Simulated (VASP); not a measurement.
Calculation: PBE GGA, VASP's PBE PAW potentials (set 64) (plane waves; VASP).

Input for VASP

### KPOINTS
```
Automatic mesh
0
Gamma
1 1 1
0 0 0
```

**INCAR**
```
SYSTEM = CrC31Si31
PREC = Normal
ENCUT = 400
EDIFF = 1E-6
NELM = 100
ALGO = Fast
LREAL = Auto
LASPH = .TRUE.
ISMEAR = 0
SIGMA = 0.05
GGA = PE
LMAXMIX = 4
LWAVE = .TRUE.
LCHARG = .FALSE.
NELMIN = 4
ISYM = 0
NELECT = 261.0
ISPIN = 2
NUPDOWN = 3
MAGMOM = 63*0.0476
LORBIT = 11
LHYPERFINE = .TRUE.
```

### POSCAR
```
CrC31Si31
1
    8.7583314357     0.0000000000     0.0000000000
    0.0000000000     8.7583314357     0.0000000000
    0.0000000000     0.0000000000     8.7583314357
Si C Cr
31 31 1
Direct
  0.4989937910   0.0016044689   0.0008001026
  0.7484922178   0.2504388663   0.9989949963
  0.7483077031   0.0004052145   0.2513192184
  0.0000060187   0.0005676394   0.9996062283
  0.2482323152   0.2486732291   0.9979348592
  0.4997560772   0.5003525523   0.9965500873
  0.7503353792   0.7510064422   0.9987161200
  0.2484281286   0.9998050601   0.2493950885
  0.4928693050   0.2488837887   0.2478885410
  0.7548802942   0.5078592222   0.2448031598
  0.5000037235   0.9979268252   0.4996304229
  0.7518484149   0.2487691601   0.5068318048
  0.7502911113   0.9997533774   0.7512538882
  0.9995050076   0.5017686297   0.0001662697
  0.2491342956   0.7501894986   0.9993676343
  0.0006677312   0.2503442601   0.2511691754
  0.2495085123   0.5016188281   0.2500769831
  0.4988049861   0.7493656036   0.2511651497
  0.9989535741   0.0015373219   0.5006447932
  0.2495719767   0.2510799096   0.5007031277
  0.7485501816   0.7494408313   0.5008358518
  0.2496005938   0.9995187772   0.7500697256
  0.4989545427   0.2510305648   0.7501276025
  0.7495515118   0.5016560297   0.7501910120
  0.0009524981   0.7510292258   0.2492441409
  0.0030955747   0.5004090755   0.4998595879
  0.2505700821   0.7483547469   0.4995873607
  0.0017373202   0.2486951751   0.7514232535
  0.2504895582   0.5012220637   0.7491719422
  0.5000638665   0.7483873503   0.7491561462
  0.0002774479   0.7502161163   0.7505322819
  0.6243088104   0.1278635951   0.1275547613
  0.8732661864   0.3747902508   0.1264422804
  0.8721053270   0.1278000199   0.3753756553
  0.1240814218   0.1254700750   0.1252167238
  0.3743951637   0.3764585051   0.1218891689
  0.6230892016   0.6244323368   0.1234612985
  0.8741145528   0.8760846435   0.1254851052
  0.3750756351   0.1238917261   0.3766347340
  0.8762240801   0.6245653419   0.3765165311
  0.6230364950   0.1239070082   0.6246203173
  0.8777689725   0.3765323456   0.6251647604
  0.8744179862   0.1255304405   0.8755593258
  0.1236236552   0.6256246303   0.1242308176
  0.3744218393   0.8761757423   0.1247802460
  0.1255055135   0.3748459239   0.3739531405
  0.3698264288   0.6281527265   0.3697139165
  0.6252048661   0.8744194993   0.3744047783
  0.1245024416   0.1242811427   0.6251769040
  0.3703601678   0.3714663839   0.6293313812
  0.6300278668   0.6283050607   0.6298746550
  0.8749152335   0.8762138561   0.6252371249
  0.3744534234   0.1242728427   0.8751703347
  0.6256846576   0.3748760189   0.8741262434
  0.8753957885   0.6256268547   0.8760551199
  0.1228267477   0.8770590708   0.3758297155
  0.1246726837   0.6259634514   0.6253179318
  0.3746461232   0.8742710617   0.6249574967
  0.1229901329   0.3761681739   0.8766873102
  0.3743255297   0.6259254367   0.8749839441
  0.6238013901   0.8771097541   0.8768714133
  0.1243814146   0.8756401110   0.8752642400
  0.5115015223   0.4898681150   0.4882230688
```

POTCAR, in this order: Si C Cr_pv (PBE.64 set). Program: vasp_gam. Read from the step before: WAVECAR.

Output

File OUTCAR:
```
 ion  position               nearest neighbor table
   1  0.499  0.002  0.001-  53 1.89  61 1.89  45 1.89  32 1.91   9 3.06   5 3.08   2 3.09   8 3.09
                             3 3.10  23 3.10  22 3.10  13 3.10  15 3.10   7 3.11  18 3.11  30 3.13
   2  0.748  0.250  0.999-  54 1.88  43 1.89  32 1.90  33 1.90   1 3.09  23 3.09  13 3.09   6 3.09
                            24 3.10  28 3.10   4 3.11  14 3.11   3 3.11  10 3.12  16 3.12   9 3.12
   3  0.748  0.000  0.251-  48 1.88  32 1.90  34 1.90  38 1.90  11 3.08   1 3.10  19 3.10  21 3.10
                            18 3.10   7 3.11  25 3.11  16 3.11   2 3.11   4 3.12  12 3.12   9 3.12
   4  0.000  0.001  1.000-  62 1.89  35 1.89  43 1.89  38 1.90  28 3.07   5 3.07  13 3.08   8 3.09
                            22 3.09  25 3.09   7 3.09  31 3.09  15 3.09  16 3.10   2 3.11   3 3.12
   5  0.248  0.249  0.998-  53 1.89  59 1.89  35 1.89  36 1.91  28 3.05   9 3.06   4 3.07  22 3.08
                             1 3.08  23 3.09   8 3.10  16 3.10  29 3.10  14 3.11   6 3.12  17 3.13
   6  0.500  0.500  0.997-  60 1.88  54 1.89  37 1.89  36 1.89  30 3.07  23 3.07  24 3.07  29 3.08
                             2 3.09  15 3.10   7 3.10   9 3.11   5 3.12  10 3.12  18 3.12  17 3.12
   7  0.750  0.751  0.999-  55 1.89  61 1.89  38 1.90  37 1.91  10 3.03  13 3.07  24 3.08  31 3.08
                            14 3.09   4 3.09  30 3.10  25 3.10   6 3.10   1 3.11   3 3.11  18 3.12
   8  0.248  1.000  0.249-  35 1.89  45 1.89  56 1.90  39 1.91   9 3.06  25 3.07   4 3.09  16 3.09
                             1 3.09  15 3.09   5 3.10  19 3.10  18 3.10  27 3.11  11 3.11  20 3.11
   9  0.493  0.249  0.248-  39 1.88  36 1.88  32 1.89  63 2.99   8 3.06   1 3.06   5 3.06  17 3.07
                            20 3.07  11 3.11   6 3.11   3 3.12   2 3.12
  10  0.755  0.508  0.245-  37 1.87  40 1.87  33 1.87  63 3.02   7 3.03  25 3.03  14 3.03  18 3.08
                            21 3.08  26 3.12   2 3.12  16 3.12   6 3.12
  11  0.500  0.998  0.500-  39 1.89  48 1.89  41 1.89  58 1.89   3 3.08  18 3.08  21 3.08  27 3.09
                            30 3.09  22 3.10   8 3.11  13 3.11  12 3.11   9 3.11  20 3.12  23 3.12
  12  0.752  0.249  0.507-  41 1.88  42 1.88  34 1.89  63 2.99  13 3.06  19 3.06  28 3.06  23 3.07
                            24 3.07  11 3.11  26 3.12   3 3.12  16 3.12
  13  0.750  1.000  0.751-  52 1.89  43 1.89  61 1.90  41 1.91  12 3.06   7 3.07   4 3.08   2 3.09
                            19 3.09  31 3.09  28 3.10  21 3.10   1 3.10  30 3.11  11 3.11  23 3.11
  14  1.000  0.502  0.000-  44 1.88  55 1.88  59 1.88  33 1.92  10 3.03  15 3.08  31 3.08  25 3.09
                             7 3.09  17 3.10  24 3.10  28 3.11   5 3.11  29 3.11   2 3.11  16 3.11
  15  0.249  0.750  0.999-  60 1.89  62 1.89  44 1.90  45 1.90  31 3.08  14 3.08  25 3.08  22 3.09
                            29 3.09  17 3.09   4 3.09   8 3.09   6 3.10  30 3.10   1 3.10  18 3.11
  16  0.001  0.250  0.251-  46 1.88  35 1.89  34 1.90  33 1.90  19 3.09   8 3.09  20 3.09  26 3.09
                            17 3.10   5 3.10   4 3.10   3 3.11  14 3.11  10 3.12   2 3.12  12 3.12
  17  0.250  0.502  0.250-  47 1.85  46 1.89  44 1.90  36 1.91   9 3.07  26 3.07  27 3.07  18 3.08
                            25 3.08  15 3.09  14 3.10  16 3.10  63 3.10  20 3.10   6 3.12   5 3.13
  18  0.499  0.749  0.251-  47 1.87  48 1.89  37 1.91  45 1.91  27 3.08  11 3.08  17 3.08  63 3.08
                            10 3.08  21 3.09   3 3.10   8 3.10  15 3.11   1 3.11   6 3.12   7 3.12
  19  0.999  0.002  0.501-  49 1.89  56 1.89  52 1.89  34 1.91  12 3.06  28 3.08  16 3.09  13 3.09
                             3 3.10  22 3.10  20 3.10   8 3.10  31 3.10  25 3.11  21 3.11  27 3.13
  20  0.250  0.251  0.501-  50 1.87  46 1.89  49 1.90  39 1.91  26 3.07   9 3.07  16 3.09  28 3.09
...
```

**OSZICAR**
```
       N       E                     dE             d eps       ncg     rms          rms(c)
DAV:   1    -0.459956686299E+03   -0.45996E+03   -0.13689E-04   912   0.329E-02    0.471E-02
RMM:   2    -0.459956784873E+03   -0.98574E-04   -0.32972E-04   723   0.344E-02    0.129E-01
RMM:   3    -0.459956664459E+03    0.12041E-03   -0.10314E-04   677   0.243E-02    0.792E-03
RMM:   4    -0.459956664571E+03   -0.11215E-06   -0.59084E-06   552   0.408E-03
   1 F= -.45995666E+03 E0= -.45995542E+03  d E =-.248978E-02  mag=     3.0000
```

**OUTCAR**
```
------------------------ aborting loop because EDIFF is reached ----------------------------------------
  FORCE on cell =-STRESS in cart. coord.  units (eV):
  Direction    XX          YY          ZZ          XY          YZ          ZX
  --------------------------------------------------------------------------------------
  Total        5.6215627      5.1759442      5.6461151      0.8178171     -0.7965926      1.7080481
  in kB       13.4061327     12.3434351     13.4646844      1.9503056     -1.8996900      4.0733015
  external PRESSURE =      13.0714174 kB  Pullay stress =       0.0000000 kB
  volume of cell :      671.84
      direct lattice vectors                 reciprocal lattice vectors
     8.758331436  0.000000000  0.000000000     0.114176999  0.000000000  0.000000000
     0.000000000  8.758331436  0.000000000     0.000000000  0.114176999  0.000000000
     0.000000000  0.000000000  8.758331436     0.000000000  0.000000000  0.114176999
 POSITION                                       TOTAL-FORCE (eV/Angst)
 -----------------------------------------------------------------------------------
      4.37035      0.01405      0.00701         0.015270      0.007891      0.012341
      6.55554      2.19343      8.74953         0.008554     -0.005865     -0.002165
      6.55393      0.00355      2.20114         0.010737     -0.000679     -0.004960
      0.00005      0.00497      8.75488        -0.002743      0.003264      0.007270
      2.17410      2.17796      8.74024        -0.007354      0.001960      0.012476
      4.37703      4.38225      8.72812        -0.000117     -0.001111      0.006431
      6.57169      6.57756      8.74709         0.012419     -0.005511      0.009008
      2.17582      8.75662      2.18428         0.000192      0.002632     -0.006393
      4.31671      2.17981      2.17109         0.003095      0.009271      0.000209
      6.61149      4.44800      2.14407        -0.012441      0.008711      0.014993
      4.37920      8.74017      4.37593         0.010107     -0.002620     -0.006525
      6.58494      2.17880      4.43900        -0.001039      0.015998     -0.000854
      6.57130      8.75617      6.57973         0.003414      0.012456     -0.004133
      8.75400      4.39466      0.00146        -0.003952     -0.003013      0.000716
      2.18200      6.57041      8.75279         0.000346     -0.003795      0.001799
      0.00585      2.19260      2.19982         0.001568      0.001848     -0.003837
      2.18528      4.39334      2.19026        -0.010990      0.002326     -0.001705
      4.36870      6.56319      2.19979         0.001890     -0.001865     -0.006969
      8.74917      0.01346      4.38481        -0.013734      0.013863     -0.013526
      2.18583      2.19904      4.38532        -0.001705     -0.005966      0.000122
      6.55605      6.56385      4.38649         0.003054     -0.003103      0.000636
      2.18608      8.75412      6.56936        -0.009167      0.006575      0.004865
      4.37001      2.19861      6.56987        -0.002178      0.000709     -0.000543
      6.56482      4.39367      6.57042         0.005161      0.005366     -0.005132
      0.00834      6.57776      2.18296        -0.007226     -0.004031     -0.007935
      0.02711      4.38275      4.37794        -0.001066      0.000698     -0.001443
      2.19458      6.55434      4.37555        -0.013049     -0.009102     -0.016240
      0.01522      2.17815      6.58121        -0.015541      0.001507     -0.000283
      2.19387      4.38987      6.56150        -0.003341     -0.010271     -0.000803
      4.37973      6.55462      6.56136         0.012448     -0.004335      0.005270
      0.00243      6.57064      6.57341         0.002579     -0.010511      0.002079
      5.46790      1.11987      1.11717        -0.002065      0.002039      0.008395
      7.64835      3.28254      1.10742        -0.014180     -0.013859      0.008844
      7.63819      1.11931      3.28766        -0.005424     -0.003072     -0.002653
      1.08675      1.09891      1.09669         0.001961     -0.010460     -0.002913
      3.27908      3.29715      1.06755         0.007384      0.004028     -0.004139
      5.45722      5.46899      1.08131         0.001882      0.012041      0.000317
      7.65578      7.67304      1.09904         0.008207     -0.001291     -0.004485
      3.28504      1.08508      3.29869        -0.010972     -0.000386      0.000081
      7.67426      5.47015      3.29766         0.001149     -0.000178      0.000917
      5.45676      1.08522      5.47063        -0.004269     -0.007945      0.006881
      7.68779      3.29780      5.47540         0.001303     -0.003852      0.009372
      7.65844      1.09944      7.66844         0.003383     -0.011534     -0.001574
      1.08274      5.47943      1.08805         0.006464      0.008190      0.003637
      3.27931      7.67384      1.09287        -0.004567     -0.001217      0.004971
      1.09922      3.28302      3.27521         0.005325      0.000910      0.005648
      3.23906      5.50157      3.23808        -0.003215      0.010290     -0.002824
      5.47575      7.65846      3.27916        -0.007382     -0.004827      0.010188
      1.09043      1.08850      5.47551         0.009358     -0.005819      0.002980
      3.24374      3.25343      5.51189         0.002097      0.004327     -0.003849
      5.51799      5.50290      5.51665        -0.002102     -0.000540      0.000541
      7.66280      7.67417      5.47603        -0.005486     -0.004101      0.003630
      3.27959      1.08842      7.66503        -0.000719     -0.006767     -0.009124
      5.47995      3.28329      7.65589        -0.007855     -0.003617     -0.003428
      7.66701      5.47945      7.67278        -0.000595      0.006042     -0.003477
      1.07576      7.68157      3.29164         0.009904      0.010614     -0.010115
      1.09192      5.48240      5.47674         0.008357     -0.001717      0.008721
      3.28127      7.65716      5.47358         0.005107      0.011042      0.004948
      1.07719      3.29461      7.67832        -0.000167     -0.014148     -0.004102
      3.27847      5.48206      7.66340        -0.004034      0.003558     -0.008461
      5.46346      7.68202      7.67993         0.009507      0.008713     -0.008047
      1.08937      7.66915      7.66585         0.000879      0.002708     -0.000447
      4.47990      4.29043      4.27602         0.005576     -0.012466     -0.005199
 -----------------------------------------------------------------------------------
    total drift:                               -0.067430      0.005501      0.009079
  FREE ENERGIE OF THE ION-ELECTRON SYSTEM (eV)
  ---------------------------------------------------
  free  energy   TOTEN  =      -459.9566645714 eV

  energy  without entropy=     -459.9541747911  energy(sigma->0) =     -459.95541968

 total charge

# of ion       s       p       d       tot
------------------------------------------
    1        0.701   0.964   0.000   1.665
    2        0.698   0.968   0.000   1.666
    3        0.698   0.967   0.000   1.665
    4        0.697   0.966   0.000   1.663
    5        0.700   0.962   0.000   1.662
    6        0.698   0.970   0.000   1.668
    7        0.700   0.958   0.000   1.659
    8        0.700   0.961   0.000   1.661
    9        0.724   0.910   0.000   1.634
   10        0.725   0.916   0.000   1.641
   11        0.698   0.970   0.000   1.668
   12        0.724   0.910   0.000   1.634
   13        0.700   0.961   0.000   1.661
   14        0.701   0.969   0.000   1.669
   15        0.697   0.965   0.000   1.663
   16        0.698   0.968   0.000   1.666
   17        0.698   0.965   0.000   1.663
   18        0.697   0.963   0.000   1.660
   19        0.701   0.964   0.000   1.665
   20        0.698   0.963   0.000   1.661
   21        0.697   0.963   0.000   1.660
...
```
(Selected blocks of OUTCAR.)

At this cut-off the stress carries a Pulay error, which pulls relaxed volumes low. The cell is charged, with a uniform compensating background.  The supercell is sampled at Γ alone, which is coarse: total energies, pressure and levels can be off, energies of defects by several tenths of an eV.

The cell is a supercell with a defect, built from SiC (zinc blende): Cr_Si-vac_C, charge -1.
